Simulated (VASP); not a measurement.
Input:

```xyz
2
Lattice="0.0000 2.6520 2.6520 2.6520 0.0000 2.6520 2.6520 2.6520 0.0000" Properties=species:S:1:pos:R:3 pbc="T T T"
Mg     0.0000     0.0000     0.0000
S      2.6520     2.6520     2.6520
```

All values below come from PBE GGA, VASP's PBE PAW potentials (set 64) (plane waves; VASP). Run with 400 eV cut-off, 7×7×7 Γ-centred mesh, Gaussian smearing of 0.050 eV, potentials Mg S.

Energy and stress use the plane-wave basis of the starting cell.

Task: The ions, cell shape and volume are relaxed. Which structure does the run end with?

Result: 
```xyz
2
Lattice="0.0000 2.6116 2.6116 2.6116 0.0000 2.6116 2.6116 2.6116 0.0000" Properties=species:S:1:pos:R:3 pbc="T T T"
Mg     0.0000     0.0000     0.0000
S      2.6116     2.6116     2.6116
```
Space group Fm-3m (225), at a tolerance of 0.03 Å.

Task: How do energy and volume change from the first to the last step?

Result: The energy (σ→0) changes by -8.5 meV/atom and the volume by -4.5 %, in 3 ionic steps.

```json
[
 {"step": "1", "E(σ→0) (eV)": "-8.4854", "max force (eV/Å)": "0.000", "pressure (GPa)": "-3.12", "volume (Å³)": "37.30"},
 {"step": "2", "E(σ→0) (eV)": "-8.5020", "max force (eV/Å)": "0.000", "pressure (GPa)": "0.54", "volume (Å³)": "35.38"},
 {"step": "3", "E(σ→0) (eV)": "-8.5024", "max force (eV/Å)": "0.000", "pressure (GPa)": "0.00", "volume (Å³)": "35.63"}
]
```

The compound is MgS in the rock salt structure. This run relaxes it. Symmetry was kept, so distortions that lower it aren't found.
